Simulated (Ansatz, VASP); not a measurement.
# Co (Cobalt) in two plane-wave programs

Wanted: the spread between two codes on one cell, functional and k mesh. The cell is taken from a series of runs on this material, whose earlier steps may have relaxed, scaled, displaced or heated it; both programs get it as it stands.

Method: plane waves, with VASP 6.6.1 beside it; single point at LDA, in Ansatz 0.2.0.

**1. The structure**

Symmetry: P6_3/mmc, No. 194, hexagonal system. The conventional cell has a = 2.507 Å, b = 2.507 Å, c = 4.070 Å, α = 90.00°, β = 90.00°, γ = 120.00°. Nearest to Co lie 12 Co at 2.50 to 2.51 Å.

**2. Ansatz: single point, LDA, pair 1**

Ansatz runs on its default PAW (the set named soft_2) files.

With cell and atoms fixed, the geometry can't cause a difference; cores, projectors, grids and the points listed under the comparison can.

input.yaml

```yaml
crystal:
  lattice:
    - [2.5074, 0.0, 0.0]
    - [-1.2537, 2.1714720974, 0.0]
    - [0.0, 0.0, 4.0699]
  atoms:
    - { symbol: Co, position: [0.3333333333, 0.6666666667, 0.25], spin: 2.0 }
    - { symbol: Co, position: [0.6666666667, 0.3333333333, 0.75], spin: 2.0 }
magnetization:
  spin_polarized: true
kpoints:
  mp_grid: { grid: [12, 12, 8] }
hamiltonian:
  xc: lda
scf:
  occupations: { method: fermi_dirac, width: 0.05 }
  max_iter: 120
  convergence: { dr2_threshold: 1.0e-08 }
output:
  write_density: true
  write_potential: true
  elf: true
  volumetric_format: npy
```

Launch:

```bash
$ ansatz run input.yaml --threads 1 --pin off --max-ram 2048MiB --backend cpu --events-out ev --progress --plain --runs-dir out
```

Numbers of over 12 decimals in the logs are rounded to 6 here.

The program printed:

```text
Engine: ansatz 0.2.0, aarch64-unknown-linux-gnu
Pseudopotentials: kind: paw
Pseudopotential: Co, paw, valence charge 17, recommended cutoff 420 eV (normal), Co.paw.azcp
Functional definition: SPW92
  exchange = slater_x
  correlation = pw_c
Crystal: 2 atoms, lattice volume = 22.160 Å³
Basis set: ecut = 420 eV, 415 PW (Γ)
Bands: 23, of which v1, the nominal top of the filled ones, is band 17 counted from 1 (16 counted from 0)
Symmetry: 24 space group operations
Space group: P63/mmc (ITA 194), of the structure as read, at distance tolerance 2.8e-5 Å
Magnetic group: BNS 194.263 (UNI 1493), of the structure as read, at distance tolerance 2.8e-5 Å
k-points: 95 of 1152
Non-local potential: Co, projectors of the file, l = 0: 3, l = 1: 2, l = 2: 3, l = 3: 1
PAW form: soft (Blöchl's): semilocal exchange-correlation on the pseudo side does not see the compensation charge
PAW frozen core: Co, regenerated for the run's functional, and the local potential with it (the file was generated under x = pbe(κ = 0.804, μ = 0.219515), c = pbe(β = 0.066725))
PAW one-centre angular grid: Co, 590 points (default); XC on 64 Gauss nodes
Initial density: superposition of atomic densities (chi_scale 0.1, normalization cell)
Starting moments: Σ|m| = 4 μB on 2 of 2 sites
Initial wavefunctions: pseudopotential atomic-orbital guess
Functional: x = slater, c = lda
SCF iter   1: F=—  HF=-10124.950180 eV  |F-HF|=—  |Δ(HF+E_count)|=         —  Δρ=7.86e-2 (↑7.42e-2 ↓7.86e-2)  dr2=2.80e0  dr2_m=4.09e-2  M=3.387 μB ∫|m|=3.508 μB  β_m=0.30  ethr=3.10e-3  ⟨swp⟩=5.5  Hψ=16535  notcnv=0
Mixer restart at iter 1: flushing history
preconditioner: auto → none  [metal: Δε(μ)=0.005 eV  Ē_g=8.932 eV  σ=0.050 eV  W_gap=0.02  n_scr=8 (ndim 8)  ℏωp=33.5 eV  f_vac=0.000  D(μ)=1.95/eV (n_scr^D=22)  sad-step TF]
SCF iter   2: F=—  HF=-10124.035278 eV  |F-HF|=—  |Δ(HF+E_count)|=   9.15e-1  Δρ=2.79e-2 (↑1.16e-2 ↓2.79e-2)  dr2=1.74e-1  dr2_m=3.89e-2  M=3.445 μB ∫|m|=3.599 μB  β_m=0.34  ethr=3.10e-3  ⟨swp⟩=2.5  Hψ=8834  notcnv=0  defer=102
SCF iter   3: F=—  HF=-10124.545232 eV  |F-HF|=—  |Δ(HF+E_count)|=   5.10e-1  Δρ=1.42e-2 (↑1.42e-2 ↓7.23e-3)  dr2=1.89e-2  dr2_m=1.36e-2  M=3.395 μB ∫|m|=3.575 μB  β_m=0.49  ethr=5.12e-4  ⟨swp⟩=2.2  Hψ=6034  notcnv=0  defer=102
SCF iter   4: F=—  HF=-10125.098653 eV  |F-HF|=—  |Δ(HF+E_count)|=   5.53e-1  Δρ=1.32e-2 (↑1.32e-2 ↓1.08e-2)  dr2=6.48e-2  dr2_m=2.98e-3  M=3.337 μB ∫|m|=3.535 μB  β_m=0.75  ethr=5.57e-5  ⟨swp⟩=2.4  Hψ=7851  notcnv=0  defer=102
SCF iter   5: F=—  HF=-10125.358663 eV  |F-HF|=—  |Δ(HF+E_count)|=   2.60e-1  Δρ=5.97e-3 (↑2.73e-3 ↓5.97e-3)  dr2=8.93e-3  dr2_m=1.16e-3  M=3.262 μB ∫|m|=3.477 μB  β_m=0.78  ethr=5.57e-5  ⟨swp⟩=2.1  Hψ=8918  notcnv=0  defer=94
SCF iter   6: F=—  HF=-10125.376156 eV  |F-HF|=—  |Δ(HF+E_count)|=   1.75e-2  Δρ=2.56e-3 (↑2.56e-3 ↓1.14e-3)  dr2=2.26e-4  dr2_m=6.55e-4  M=3.234 μB ∫|m|=3.455 μB  β_m=0.89  ethr=2.63e-5  ⟨swp⟩=2.3  Hψ=8426  notcnv=0  defer=81
SCF iter   7: F=—  HF=-10125.376527 eV  |F-HF|=—  |Δ(HF+E_count)|=   3.71e-4  Δρ=6.38e-4 (↑6.38e-4 ↓6.14e-4)  dr2=2.04e-6  dr2_m=7.82e-5  M=3.227 μB ∫|m|=3.450 μB  β_m=0.94  ethr=6.64e-7  ⟨swp⟩=1.2  Hψ=4567  notcnv=0  defer=74
SCF iter   8: F=—  HF=-10125.376533 eV  |F-HF|=—  |Δ(HF+E_count)|=   6.33e-6  Δρ=9.28e-5 (↑6.91e-5 ↓9.28e-5)  dr2=2.96e-6  dr2_m=3.47e-8  M=3.226 μB ∫|m|=3.449 μB  β_m=0.90  ethr=6.00e-9  ⟨swp⟩=2.1  Hψ=7174  notcnv=0  defer=74
SCF iter   9: F=—  HF=-10125.376533 eV  |F-HF|=—  |Δ(HF+E_count)|=   3.80e-7  Δρ=1.38e-5 (↑1.35e-5 ↓1.38e-5)  dr2=8.41e-8  dr2_m=7.98e-10  M=3.226 μB ∫|m|=3.449 μB  β_m=0.88  ethr=6.00e-9  ⟨swp⟩=2.3  Hψ=5952  notcnv=0  defer=74
SCF iter  10: F=—  HF=-10125.376533 eV  |F-HF|=—  |Δ(HF+E_count)|=   1.90e-8  Δρ=2.51e-6 (↑9.75e-7 ↓2.51e-6)  dr2=1.64e-9  dr2_m=1.97e-10  M=3.226 μB ∫|m|=3.449 μB  β_m=0.93  ethr=2.47e-10  ⟨swp⟩=2.2  Hψ=6622  notcnv=0  defer=74
SCF iter  11: F=-10125.376533 eV  HF=-10125.376533 eV  |F-HF|=2.13e-10  |Δ(HF+E_count)|=   2.16e-9  Δρ=9.27e-7 (↑5.10e-7 ↓9.27e-7)  dr2=2.92e-10  dr2_m=9.61e-12  M=3.226 μB ∫|m|=3.449 μB  ethr=4.82e-12  ⟨swp⟩=2.4  Hψ=13140  notcnv=0
SCF 1 converged in 11 iterations: F = -10125.376533 eV  dr2 = 2.92e-10
  greatest PAW one-centre occupation: 1.002 electrons in one spin orbital (limit 2), on the Co atom at site 1 (counted from 0), in its partial waves of l = 1
the search or the solves at the SCF's close seem to have found levels that the self-consistency loop had missed (the run counts 1). By its estimate they hold under 1e-12 electrons; where the run keeps them, the occupations were computed again with them
SCF converged after 11 iterations
Magnetization: 3.2261 μB (18.6131 up, 15.3869 down)
Absolute magnetization: 3.4494 μB (∫|ρ↑−ρ↓|, with the PAW one-centre terms)
Spin contamination: 0.0399 ħ² per cell (⟨S²⟩ above its minimum at these occupations)
Per-site moments (μB) at R_I (Å): [(1.664860, 1.030153), (1.664860, 1.030153)]
Free energy (F): -10125.376533 eV
Harris-Foulkes:  -10125.376533 eV  (|F-HF|=2.13e-10)
Internal energy: -10125.360162 eV  (E = F + TS)
E sigma→0 (E₀):  -10125.368348 eV
Entropy (-TS):   -0.016371 eV (-8.185 meV/atom)
Fermi energy:    17.752445 eV
--- Per-component energies (eV) ---
  E_band       = -509.095631
  E_kinetic    = 906.112182
  E_local      = -5732.894887  (includes V_loc(G=0)·N_el)
  E_nonlocal   = 918.393397
  E_hartree    = 2392.083803
  E_xc         = -314.504152
  E_vxc        = -408.278972  (∫ρ·V_xc dr)
  E_paw        = -2904.112662  (= ΣΔE_a)
  E_vpaw       = -976.593332  (= ΣTr[D̂ρ^β])
  E_aug_tail   = 0.000060  (compensation charges beyond the density's cutoff)
  E_ewald      = -5391.274405
  E_core_change = 0.836501  (= ΣΔE_core)
  E_smearing   = -0.016371  (= −TS)
  E_closure    = 0.000000  (closes the sum)
  Σ components = -10125.376533   (vs F -10125.376533, Δ=0.00e0)
--- Band table (eV; the first three rows and the last of 190) ---
  k-point 0 ↑: bands = [... 13 lower, 15.5822, 15.5822, 15.9465, 15.9465, 17.0269, 17.0269, 17.5540, 23.8513, ... 2 higher]
  k-point 1 ↑: bands = [... 13 lower, 15.5411, 15.5411, 16.0403, 16.0403, 16.9639, 17.0180, 17.0180, 24.7556, ... 2 higher]
  k-point 2 ↑: bands = [... 13 lower, 15.4370, 15.4370, 15.8924, 16.2533, 16.2533, 16.9775, 16.9775, 26.8369, ... 2 higher]
  k-point 94 ↓: bands = [... 13 lower, 16.0964, 17.5741, 17.5741, 18.8187, 18.8187, 24.0512, 24.0512, 25.7465, ... 2 higher]
```

**3. VASP: single point, LDA, pair 1**

The same cell, functional (in two slightly different forms), mesh and smearing now go to VASP, with its own data sets.

Lines of VASP's logs that name or quote its potential files are left out, and so is its time.

INCAR

```
SYSTEM = Co
PREC = Accurate
ENCUT = 520
EDIFF = 1E-06
NELM = 200
ISMEAR = -1
SIGMA = 0.05
LREAL = .FALSE.
ALGO = Normal
GGA = PW92
NBANDS = 18
ISPIN = 2
MAGMOM = 1.66 1.66
LASPH = .TRUE.
LMAXMIX = 4
LORBIT = 11
LWAVE = .FALSE.
LCHARG = .FALSE.
ISIF = 2
GGA_COMPAT = .FALSE.
```

POSCAR

```
Co
1.0
    2.5074000000      0.0000000000      0.0000000000
   -1.2537000000      2.1714720974      0.0000000000
    0.0000000000      0.0000000000      4.0699000000
Co
2
Direct
    0.3333333334      0.6666666668      0.2500000000
    0.6666666668      0.3333333334      0.7500000000
```

KPOINTS

```
Automatic mesh
0
Gamma
12 12 8
0 0 0
```

The projector-augmented-wave data sets are Co (LDA family, release 64).

Launch:

```bash
$ mpirun -np 1 vasp_std
```

The program printed:

```text
[banner, memory and clock lines left out]
running    1 mpi-ranks, on    1 nodes
 distrk:  each k-point on    1 cores,    1 groups
 distr:  one band on    1 cores,    1 groups

 POSCAR found type information on POSCAR Co
 POSCAR found :  1 types and       2 ions
|                                                                             |
|               ----> ADVICE to this user running VASP <----                  |
|                                                                             |
|     You enforced a specific xc type in the INCAR file but a different       |
|     [... a line on the potential file left out ...]
|     I HOPE YOU KNOW WHAT YOU ARE DOING!                                     |
|                                                                             |

 LDA part: xc-table for (Slater(with rela. corr.)+PW92), standard interpolation
 POSCAR, INCAR and KPOINTS ok, starting setup
 FFT: planning ... GRIDC
 FFT: planning ... GRID_SOFT
 FFT: planning ... GRID
 WAVECAR not read
 entering main loop
       N       E                     dE             d eps       ncg     rms          rms(c)
DAV:   1     0.797182553400E+02    0.79718E+02   -0.81357E+03  7128   0.133E+03
DAV:   2    -0.151324592730E+02   -0.94851E+02   -0.86211E+02  6870   0.226E+02
DAV:   3    -0.184645640055E+02   -0.33321E+01   -0.32212E+01  7610   0.551E+01
DAV:   4    -0.185172922605E+02   -0.52728E-01   -0.52695E-01  8830   0.579E+00
DAV:   5    -0.185183976533E+02   -0.11054E-02   -0.11053E-02  8016   0.767E-01    0.148E+01
DAV:   6    -0.167102184745E+02    0.18082E+01   -0.10556E+01  7320   0.679E+01    0.836E+00
DAV:   7    -0.161476283938E+02    0.56259E+00   -0.18166E+00  7628   0.262E+01    0.370E+00
DAV:   8    -0.161295807525E+02    0.18048E-01   -0.15128E-02  9354   0.117E+00    0.178E+00
DAV:   9    -0.161145510936E+02    0.15030E-01   -0.30744E-03 11168   0.909E-01    0.556E-01
DAV:  10    -0.161138470056E+02    0.70409E-03   -0.30038E-04  8940   0.202E-01    0.321E-01
DAV:  11    -0.161136233780E+02    0.22363E-03   -0.15269E-04  8982   0.217E-01    0.429E-02
DAV:  12    -0.161136084670E+02    0.14911E-04   -0.12129E-05  7662   0.264E-02    0.214E-02
DAV:  13    -0.161136003954E+02    0.80716E-05   -0.25458E-06  5948   0.229E-02    0.140E-02
DAV:  14    -0.161136008800E+02   -0.48465E-06   -0.76062E-07  4740   0.985E-03
   1 F= -.16113601E+02 E0= -.16105018E+02  d E =-.171648E-01  mag=     3.1977
```

OUTCAR, selected parts (step 3):

```text
ion  position               nearest neighbor table
   1  0.333  0.667  0.250-   2 2.50   2 2.50   2 2.50   2 2.50   2 2.50   2 2.50
   2  0.667  0.333  0.750-   1 2.50   1 2.50   1 2.50   1 2.50   1 2.50   1 2.50

  LATTYP: Found a hexagonal cell.
 ALAT       =     2.5074000000
 C/A-ratio  =     1.6231554598

 Subroutine GETGRP returns: Found 24 space group operations
 (whereof 12 operations were pure point group operations)

The static configuration has the point symmetry D_3d.
 The point group associated with its full space group is D_6h.

 Found     95 irreducible k-points:

   k-points           NKPTS =     95   k-points in BZ     NKDIM =     95   number of bands    NBANDS=     18

   dimension x,y,z NGX =    20 NGY =   20 NGZ =   30
   dimension x,y,z NGXF=    40 NGYF=   40 NGZF=   60

   ENCUT  =  520.0 eV  38.22 Ry    6.18 a.u.   4.66  4.66  7.57*2*pi/ulx,y,z

   NELECT =      18.0000    total number of electrons

 k-points in reciprocal lattice and weights: Automatic mesh
   0.00000000  0.00000000  0.00000000       0.001
   0.08333333  0.00000000  0.00000000       0.005
   0.16666667  0.00000000  0.00000000       0.005
   0.25000000  0.00000000  0.00000000       0.005
   0.33333333  0.00000000  0.00000000       0.005
   0.41666667 -0.00000000  0.00000000       0.005
   0.50000000  0.00000000  0.00000000       0.003
   0.08333333  0.08333333  0.00000000       0.005
   0.16666667  0.08333333  0.00000000       0.010
[...]
0.33333333  0.25000000  0.50000000       0.010
   0.33333333  0.33333333  0.50000000       0.002

 average (electrostatic) potential at core
       1 -78.5224       2 -78.5224

 E-fermi :   9.6106

 spin component 1
 k-point     1 :       0.0000    0.0000    0.0000
  band No.  band energies     occupation
    ...
      8       7.8184      1.00000
      9       7.8184      1.00000
     10       8.8873      1.00000
     11       8.8873      1.00000
     12       9.5118      0.87835
     13      15.7802      0.00000
     14      31.4683      0.00000
     15      33.7467      0.00000
     16      33.7467      0.00000
     17      34.4544      0.00000
    ...

 k-point     2 :       0.0833    0.0000    0.0000
  band No.  band energies     occupation
    ...
      7       7.5573      1.00000
      8       7.6648      1.00000
      9       7.7493      1.00000
     10       8.1099      1.00000
     11       8.9162      1.00000
     12      10.6050      0.00000
     13      15.8218      0.00000
     14      29.5210      0.00000
     15      31.6950      0.00000
     16      31.8238      0.00000
    ...

 k-point     3 :       0.1667    0.0000    0.0000
  band No.  band energies     occupation
    ...
      7       7.5839      1.00000
      8       7.6094      1.00000
      9       7.7626      1.00000
     10       7.8345      1.00000
     11       8.9774      1.00000
     12      12.1644      0.00000
     13      15.9684      0.00000
     14      25.7022      0.00000
     15      29.3416      0.00000
     16      30.9190      0.00000
    ...

 k-point     4 :       0.2500    0.0000    0.0000
  band No.  band energies     occupation
    ...
      7       7.5653      1.00000
      8       8.0288      1.00000
      9       8.0402      1.00000
     10       8.2326      1.00000
     11       9.0349      0.99999
     12      13.9231      0.00000
     13      16.2568      0.00000
     14      22.0227      0.00000
     15      27.2975      0.00000
     16      29.4135      0.00000
    ...

 k-point     5 :       0.3333    0.0000    0.0000
  band No.  band energies     occupation
    ...
      7       7.3877      1.00000
      8       8.5264      1.00000
      9       8.6640      1.00000
     10       8.7001      1.00000
     11       9.0740      0.99998
     12      15.8421      0.00000
     13      16.3810      0.00000
     14      19.1394      0.00000
     15      25.6755      0.00000
     16      26.3657      0.00000
    ...

 k-point     6 :       0.4167   -0.0000    0.0000
  band No.  band energies     occupation
    ...
      6       7.2619      1.00000
      7       7.4608      1.00000
      8       8.8898      1.00000
      9       9.0207      0.99999
     10       9.0946      0.99997
     11       9.7922      0.02580
     12      14.6059      0.00000
     13      17.8249      0.00000
     14      18.9874      0.00000
     15      23.7175      0.00000
    ...

  Total       -2.9439533     -2.9439533     -3.2323693     -0.0000000      0.0000000      0.0000000
  in kB     -212.8530513   -212.8530513   -233.7060441     -0.0000000      0.0000000      0.0000000
  external PRESSURE =    -219.8040489 kB  Pullay stress =       0.0000000 kB

  energy-cutoff  :      520.00
  volume of cell :       22.16
      direct lattice vectors                 reciprocal lattice vectors
     2.507400000  0.000000000  0.000000000     0.398819494  0.230258542  0.000000000
    -1.253700000  2.171472097  0.000000000     0.000000000  0.460517085  0.000000000
     0.000000000  0.000000000  4.069900000     0.000000000  0.000000000  0.245706283

 POSITION                                       TOTAL-FORCE (eV/Angst)
 -----------------------------------------------------------------------------------
      0.00000      1.44765      1.01747         0.000000      0.000000      0.000000
      1.25370      0.72382      3.05242        -0.000000     -0.000000     -0.000000
 -----------------------------------------------------------------------------------
    total drift:                               -0.000000     -0.000000      0.000000

  FREE ENERGIE OF THE ION-ELECTRON SYSTEM (eV)
  ---------------------------------------------------
  free  energy   TOTEN  =       -16.1136008800 eV

  energy  without entropy=      -16.0964360473  energy(sigma->0) =      -16.10501846

 total charge
# of ion       s       p       d       tot
------------------------------------------
    1        0.480   0.499   7.263   8.243
    2        0.480   0.499   7.263   8.243
--------------------------------------------------
tot          0.961   0.998  14.527  16.485

 magnetization (x)
# of ion       s       p       d       tot
------------------------------------------
    1       -0.012  -0.039   1.657   1.606
    2       -0.012  -0.039   1.657   1.606
--------------------------------------------------
tot         -0.025  -0.077   3.314   3.212

[... 6 further parts left out ...]
```

The magnetic state follows from one typed start and may not be the lowest.

**4. Comparison**

Known differences besides the potentials themselves: VASP starts from the moments at which Ansatz ended; the data sets hold 34 valence electrons in Ansatz (on its default PAW (the set named soft_2) files) and 18 in VASP; the cutoff is 420 eV in Ansatz and 520 eV in VASP; VASP's log shows a relativistic correction to its local exchange, Ansatz's none; site moments are counted in spheres of each program's own size. Total energies have different zeros and are not compared.

Both answers:

```
          quantity  Ansatz  VASP  difference
 total moment (μB)    3.23  3.20       +0.03
moment on Co1 (μB)    1.67  1.61       +0.06
moment on Co2 (μB)    1.67  1.61       +0.06
```

**5. Ansatz: single point, LDA, pair 2**

A single point gives forces, pressure and levels at one fixed geometry, so differences don't come from the geometry; what else differs is listed under the comparison.

The cell is taken from a series of runs on this material, whose earlier steps may have relaxed, scaled, displaced or heated it; both programs get it as it stands.

input.yaml, the sections that differ from step 2:

```yaml
crystal:
  lattice:
    - [2.5074, 0.0, 0.0]
    - [-1.2537, 2.1714720974, 0.0]
    - [0.0, 0.0, 4.0699]
  atoms:
    - { symbol: Co, position: [0.3333333333, 0.6666666667, 0.25], spin: 2.0 }
    - { symbol: Co, position: [0.6666666667, 0.3333333333, 0.75], spin: -2.0 }
# magnetization, kpoints, hamiltonian, scf: as in step 2
# output: removed
```

Launch:

```bash
$ ansatz run input.yaml --threads 1 --pin off --max-ram 2048MiB --backend cpu --events-out ev --progress --plain --runs-dir out
```

The program printed:

```text
[...]
Crystal: 2 atoms, lattice volume = 22.160 Å³
Basis set: ecut = 420 eV, 415 PW (Γ)
Bands: 23, of which v1, the nominal top of the filled ones, is band 17 counted from 1 (16 counted from 0)
Symmetry: 12 space group operations
[...]
k-points: 95 of 1152 (time reversal used)
[...]
Starting moments: Σ|m| = 4 μB on 2 of 2 sites
[...]
Magnetization: -3.2261 μB (15.3869 up, 18.6131 down)
Absolute magnetization: 3.4494 μB (∫|ρ↑−ρ↓|, with the PAW one-centre terms)
[...]
Per-site moments (μB) at R_I (Å): [(-1.664849, 1.030153), (-1.664869, 1.030153)]
Free energy (F): -10125.376533 eV
[...]
Internal energy: -10125.360162 eV  (E = F + TS)
E sigma→0 (E₀):  -10125.368348 eV
Entropy (-TS):   -0.016371 eV (-8.185 meV/atom)
Fermi energy:    17.752448 eV
[...]
[key lines of the parts left out:]
SCF converged after 18 iterations
```

(Continued in part 2 of 2.)

[Lines on the potential files, build, host, timing and source positions are cut from VASP's logs without a mark.]

[Logs are printed without paths, hosts, clocks, repeated set-up lines and the standing remarks that a program may print on its own settings, such as how far it seeks lower states.]

[Hosts, paths, dates, database ids (printed as entryN), source tags and the programs' standing remarks are cut or masked in the printed files.]
